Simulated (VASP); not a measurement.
VASP ran on this input.

File KPOINTS:
```
Automatic mesh
0
Gamma
20 20 20
0 0 0
```

**POSCAR**
```
Fe
1
   -1.4017704256     1.4017704256     1.4017704256
    1.4017704256    -1.4017704256     1.4017704256
    1.4017704256     1.4017704256    -1.4017704256
Fe
1
Direct
  0.0000000000   0.0000000000   0.0000000000
```

### INCAR
```
SYSTEM=Fe
PREC=Accurate; ENCUT=520; LREAL=.FALSE.
LASPH=.TRUE.
EDIFF=1E-7; NELM=100; ALGO=Normal
LMAXMIX=4
ISMEAR=-5
GGA=PE; IVDW=12
ISPIN=2; MAGMOM=2.1
ISIF=2
LWAVE=.FALSE.; LCHARG=.TRUE.; LORBIT=11
NEDOS=601
```

POTCAR, in this order: Fe (PBE.64 set). Program: vasp_std.

Task: Translate this PBE-D3(BJ) calculation to Quantum ESPRESSO's pw.x.

Result: One equivalent input (not run):
```
&CONTROL
  calculation = 'scf'
  pseudo_dir = './pseudo'
  outdir = './out'
  tprnfor = .true.
  tstress = .true.
/
&SYSTEM
  ibrav = 0
  nat = 1
  ntyp = 1
  ecutwfc = 90
  occupations = 'tetrahedra'
  input_dft = 'pbe'
  vdw_corr = 'grimme-d3'
  dftd3_version = 4
  dftd3_threebody = .false.
  nspin = 2
  starting_magnetization(1) = 0.21
/
&ELECTRONS
  conv_thr = 7.3e-09
  electron_maxstep = 100
/
ATOMIC_SPECIES
  Fe 55.845 Fe.upf
CELL_PARAMETERS angstrom
    -1.4017704    1.4017704    1.4017704
     1.4017704   -1.4017704    1.4017704
     1.4017704    1.4017704   -1.4017704
ATOMIC_POSITIONS crystal
  Fe   0.0000000  0.0000000  0.0000000
K_POINTS automatic
  20 20 20 0 0 0
```
What does not carry over: the potentials are each code's own (VASP's PAW set, PseudoDojo norm-conserving files in pw.x), so ENCUT and ecutwfc are chosen apart and not converted; conv_thr bounds pw.x's estimated SCF error, while EDIFF bounds the energy change between steps; starting_magnetization is a fraction of the valence charge and MAGMOM a moment in μB, so they match only roughly.

The compound is Fe in the bcc structure. It was relaxed first, which changed the volume by -7 %.
